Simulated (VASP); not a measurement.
**Rh: a series in biaxial strain in the (111) plane**

Wanted: the elastic response of Rh to biaxial strain in the (111) plane, with a fit that predicts a row left out.

Method: PBEsol; plane waves and PAW (Rh_pv), in the first sound run; inputs show where later runs differ, in VASP 6.6.1.

Most raw output is cut from this account.

### 1. The structure

The structure is cubic, space group Fm-3m (No. 225). The conventional cell has a = 3.800 Å, b = 3.800 Å, c = 3.800 Å, α = 90.00°, β = 90.00°, γ = 90.00°. Nearest to Rh lie 12 Rh at 2.69 Å.

Coordinates:

```xyz
1
Lattice="0.0000 1.9000 1.9000 1.9000 0.0000 1.9000 1.9000 1.9000 0.0000" Properties=species:S:1:pos:R:3 pbc="T T T"
Rh    0.0000    0.0000    0.0000
```

### 2. Relax the crystal, PBEsol

The series starts from the cell that this level prefers, so that zero strain is near zero stress.

This step took 2 runs in a row; the last is shown.

Level: PBEsol; plane waves and PAW (Rh_pv).

The input, INCAR:

```
SYSTEM = Rh
PREC = Accurate
ENCUT = 450
EDIFF = 1E-07
NELM = 120
ISMEAR = 1
SIGMA = 0.15
LREAL = .FALSE.
ALGO = Normal
GGA = PS
NBANDS = 13
LASPH = .TRUE.
LORBIT = 11
LWAVE = .FALSE.
LCHARG = .FALSE.
KPAR = 8
IBRION = 2
NSW = 40
ISIF = 3
EDIFFG = -0.005
POTIM = 0.4
```

The input, POSCAR:

```
Rh
1.0
    0.0000000000      1.8895210944      1.8895210944
    1.8895210944      0.0000000000      1.8895210944
    1.8895210944      1.8895210944      0.0000000000
Rh
1
Direct
    0.0000000000      0.0000000000      0.0000000000
```

The input, KPOINTS:

```
Automatic mesh
0
Gamma
27 27 27
0 0 0
```

The projector-augmented-wave data sets are Rh_pv (PBE family, release 64).

The run is started by

```sh
mpirun -np 8 vasp_std
```

Run time: 11 s. Hardware: 8 MPI ranks of Intel Xeon 6975P-C (Granite Rapids), shared host; peak memory 1.4 GiB; 80 s of CPU time.

Numbers from this step:

```
energy(sigma→0) of the program : -8.1386 eV
stress, compression positive   : 0.01 along [111], 0.01 across it (mean), GPa
volume                         : 13.488 Å³
ionic steps                    : 3
```

### 3. Strain along the normal, PBEsol

One member in full: the plane is strained by 0.5 %, and the strain along the normal is moved by secant steps until the normal stress is under 0.012 GPa or five steps are spent; the atoms relax at each step.

This step took 3 runs, each at a new trial strain with the atoms of the one before; the last is shown.

Level: PBEsol; plane waves and PAW (Rh_pv).

INCAR, as its differences from that of step 2:

```diff
@@ -15,7 +15,7 @@
 LCHARG = .FALSE.
-KPAR = 8
-IBRION = 2
-NSW = 40
-ISIF = 3
-EDIFFG = -0.005
-POTIM = 0.4
+KPAR = 2
+IBRION = 1
+NSW = 25
+ISIF = 2
+EDIFFG = -0.004
+POTIM = 0.3
```

The input, POSCAR:

```
Rh
1.0
   -0.0095536090      1.8892221600      1.8892221600
    1.8892221600     -0.0095536090      1.8892221600
    1.8892221600      1.8892221600     -0.0095536090
Rh
1
Direct
    0.0000000000      0.0000000000      0.0000000000
```

KPOINTS is that of step 2.

The run is started by

```sh
mpirun -np 2 vasp_std
```

Elapsed: 46 s, on 2 MPI ranks; peak memory 0.64 GiB; 89 s of CPU time.

Numbers from this step:

* energy(sigma→0) of the program: -8.1374 eV
* stress, compression positive: -0.01 along [111], -3.18 across it (mean), GPa
* ionic steps: 1

### 4. The table

The other members went through these steps as far as the tables show, with the same cutoff and, step by step, the same mesh; 31 runs are not shown. The session took 0.82 core hours (wall time by ranks) on a shared machine.

```csv
in-plane strain (%),strain along the normal (%),"in-plane stress, tension positive (GPa)","energy above the unstrained row, extrapolated to no smearing (meV/atom)"
-2.000,1.084,-14.885,24.589
-1.500,0.805,-10.828,13.692
-1.000,0.534,-7.001,6.094
-0.500,0.265,-3.398,1.577
0,0.002,-0.010,0.000
0.500,-0.258,3.179,1.207
1.000,-0.517,6.158,5.021
1.500,-0.778,?,?
2.000,-1.036,11.541,19.815
```

### 5. Stress from the known rows

Fitting a parabola to the 8 known rows (e: strain in %) gives stress = − 0.4159 e² + 6.598 e − 0.005383 in GPa; the residuals are 0.014 GPa r.m.s.

At e = 1.5 this predicts 8.956 GPa.

### 6. Prediction against calculation

The calculation gives 8.942 GPa, so the prediction is 0.014 GPa too high, within twice the residual of the fit.

Slopes at zero strain, from cubics through all rows: strain ratio -0.524, stress over strain 657 GPa.

### 7. Summary of results

* error of the predicted stress: 0.014 GPa
* ratio of normal to in-plane strain: -0.524
* biaxial modulus: 657 GPa

**Reading.** As a check, the curvature of the energy gives 658 GPa for the same modulus (energy per volume = M × strain²), 0 % from the slope of the stress. The energy also has a linear term worth 0.19 GPa that the stress column lacks, a mark of the finite basis or of the smearing. These are static values: temperature and zero-point motion are left out. In a metal the slopes also depend on mesh and smearing, which were held through the series.

[Lines on the potential files, build, host, timing and source positions are cut from VASP's logs without a mark.]

[Logs are printed without paths, hosts, clocks, repeated set-up lines and the standing remarks that a program may print on its own settings, such as how far it seeks lower states.]

[Hosts, paths, dates, database ids (printed as entryN), source tags and the programs' standing remarks are cut or masked in the printed files.]

[In band tables of VASP the shares of atoms and orbitals are scaled to a sum of 1 inside the atoms' spheres.]
